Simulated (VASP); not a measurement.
# TiSb3P4: relaxation of cell and atoms with PBE

The system is TiSb3P4.

```
CELL_PARAMETERS angstrom
-3.71444 3.71444 3.71444
3.71444 -3.71444 3.71444
3.71444 3.71444 -3.71444
ATOMIC_POSITIONS crystal
Ti 0.00000 0.00000 0.00000
Sb 0.00000 0.50000 0.50000
Sb 0.50000 0.00000 0.50000
Sb 0.50000 0.50000 0.00000
P 0.50000 0.50000 0.50000
P 0.00000 0.00000 0.50000
P 0.00000 0.50000 0.00000
P 0.50000 0.00000 0.00000
```

The cell was built by a generator and needn't be a form met in nature.

The cell isn't the ideal one: random cell by space group and Wyckoff sites (Im-3m, No. 229).

| Quantity | Value |
| --- | --- |
| Program | VASP 6.6.1 |
| Task | relaxation of cell and atoms |
| Functional | PBE |
| Potentials or basis | VASP PAW PBE potentials, release 64 (Ti_sv, Sb, P) |
| Cutoff | 600 eV |
| k mesh | 4 × 4 × 4 |
| Occupations | gaussian, width 0.1 eV |
| Spin | no spin polarisation |
| Dipole correction | no |
| Further INCAR settings | ALGO = Normal; EDIFF = 1e-07; IBRION = 2; EDIFFG = -0.04; NSW = 90; ISIF = 3 |

* Relaxed volume: 19.12 Å³/atom
* Relaxed cell: a = 5.835 Å, b = 5.835 Å, c = 5.835 Å, α = 109.47°, β = 109.47°, γ = 109.47°
* Space group after relaxing (to 0.05 Å): Im-3m (No. 229)
* Energy gained by relaxing: 340.1 meV/atom
* Ionic steps: 3
* Pressure after relaxing: 0.0 GPa
* Band gap on the k mesh: none (metal or under the smearing width)

Step by step:
```tsv
step	energy change (eV)	largest force (eV/Å)	pressure (GPa)	volume (Å³)
1	0.0000	0.0000	-12.91	204.99
2	-2.7008	0.0000	1.96	149.65
3	-2.7205	0.0000	0.02	152.93
```

Final structure:
```yaml
crystal:
  lattice:
    - [-3.36883, 3.36883, 3.36883]
    - [3.36883, -3.36883, 3.36883]
    - [3.36883, 3.36883, -3.36883]
  atoms:
    - { symbol: Ti, position: [0.00000, 0.00000, 0.00000] }
    - { symbol: Sb, position: [0.00000, 0.50000, 0.50000] }
    - { symbol: Sb, position: [0.50000, 0.00000, 0.50000] }
    - { symbol: Sb, position: [0.50000, 0.50000, 0.00000] }
    - { symbol: P, position: [0.50000, 0.50000, 0.50000] }
    - { symbol: P, position: [0.00000, 0.00000, 0.50000] }
    - { symbol: P, position: [0.00000, 0.50000, 0.00000] }
    - { symbol: P, position: [0.50000, 0.00000, 0.00000] }
```

Levels at points of the mesh, in eV from the Fermi level:
| k point | band 19 | band 20 | band 21 | band 22 | band 23 | band 24 | band 25 | band 26 | band 27 | band 28 |
| --- | --- | --- | --- | --- | --- | --- | --- | --- | --- | --- |
| (0.00, 0.00, 0.00) | -1.96 | -1.96 | -0.16 | -0.16 | 0.41 | 0.41 | 0.41 | 0.68 | 0.68 | 0.76 |
| (0.50, 0.00, 0.00) | -2.42 | -2.14 | -1.49 | -1.23 | -0.98 | -0.57 | -0.27 | 0.22 | 0.28 | 0.29 |
| (0.50, 0.50, 0.50) | -0.90 | -0.90 | -0.90 | -0.08 | -0.08 | -0.08 | -0.01 | -0.01 | 0.44 | 0.44 |

Run time: 4.9 min on 1 thread of Intel(R) Xeon(R) 6975P-C (Granite Rapids) (shared host), peak memory 0.45 GiB.

Caveat: the volume moved by over 15 % at a fixed basis, so the end points are rough. The run has no spin-orbit coupling, so splittings on Sb are missing.
